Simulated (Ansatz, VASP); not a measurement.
# Two plane-wave programs on Si2B2C

Contents of INCAR:

```
SYSTEM = Si2B2C
PREC = Accurate ; ENCUT = 600
EDIFF = 1E-6 ; ISMEAR = 0
SIGMA = 0.1 ; LREAL = .False.
LASPH = .True. ; NELM = 80
ALGO = Normal ; ISIF = 3
LWAVE = .False. ; LCHARG = .False.
GGA = PE ; IBRION = 2
NSW = 90 ; EDIFFG = -0.04
```

File KPOINTS:

```
regular mesh
0
Gamma
  6 6 2
  0 0 0
```

The input POSCAR:

```
Si2B2C
1.0
    3.1739679900      0.0000000000      0.0000000000
   -1.5869840000      2.7487369100      0.0000000000
    0.0000000000      0.0000000000      7.5415544600
Si B C
2 2 1
Direct
    0.3333333300      0.6666666700      0.2800150100
    0.3333333300      0.6666666700      0.7199849900
    0.6666666700      0.3333333300      0.5000000000
    0.0000000000      0.0000000000      0.0000000000
    0.3333333300      0.6666666700      0.5000000000
```

Input for Ansatz:

```yaml
crystal:
  lattice:
    - [3.17396799, 0.0, 0.0]
    - [-1.586984, 2.74873691, 0.0]
    - [0.0, 0.0, 7.54155446]
  atoms:
    - { symbol: Si, position: [0.33333333, 0.66666667, 0.28001501] }
    - { symbol: Si, position: [0.33333333, 0.66666667, 0.71998499] }
    - { symbol: B, position: [0.66666667, 0.33333333, 0.5] }
    - { symbol: B, position: [0.0, 0.0, 0.0] }
    - { symbol: C, position: [0.33333333, 0.66666667, 0.5] }
basis:
  ecutwfc: 420
kpoints:
  mp_grid: { grid: [6, 6, 2] }
hamiltonian:
  xc: pbe
scf:
  occupations: { method: gaussian, width: 0.1 }
  lower_state_search: "off"
output:
  forces: true
  stress: true
  eigenvalues: true
relax:
  adjacent_minimum: "off"
  f_tol: 0.04
  max_steps: 70
  cell: { stress_tol: 0.4 }
```

Alike in both runs: task relaxation of cell and atoms; functional PBE; k mesh 6 × 6 × 2; occupations gaussian, width 0.1 eV; no spin polarisation.

|  | VASP | Ansatz |
| --- | --- | --- |
| version | VASP 6.6.1 | Ansatz 0.2.0 |
| potentials or method | VASP PAW PBE potentials, release 64 (Si, B, C) | scalar-relativistic, plane waves, PAW |
| plane-wave cutoff (eV) | 600 | 420 |
| valence electrons in the cell | 18 | 18 |

Ansatz gave:

| Quantity | Value |
| --- | --- |
| gap on the k mesh at the Fermi level, each at its own relaxed structure (eV) | none |
| relaxed volume (Å³/atom) | 9.57 |
| relaxed cell length with the largest relative difference (Å) | 2.902 |
| energy change over the relaxation (meV/atom) | -1253 |

Task: What did VASP give for the same quantities?

Result: gap on the k mesh at the Fermi level, each at its own relaxed structure (eV): none; relaxed volume (Å³/atom): 9.52; relaxed cell length with the largest relative difference (Å): 2.895; energy change over the relaxation (meV/atom): -1250.

A gap of «none» marks a metal or a gap that the smearing closes.

Caveats: the k mesh is coarse (spacing up to 0.42 Å⁻¹), so the values aren't converged; the volume moved by over 15 % at a fixed basis, so the end points are rough (VASP).
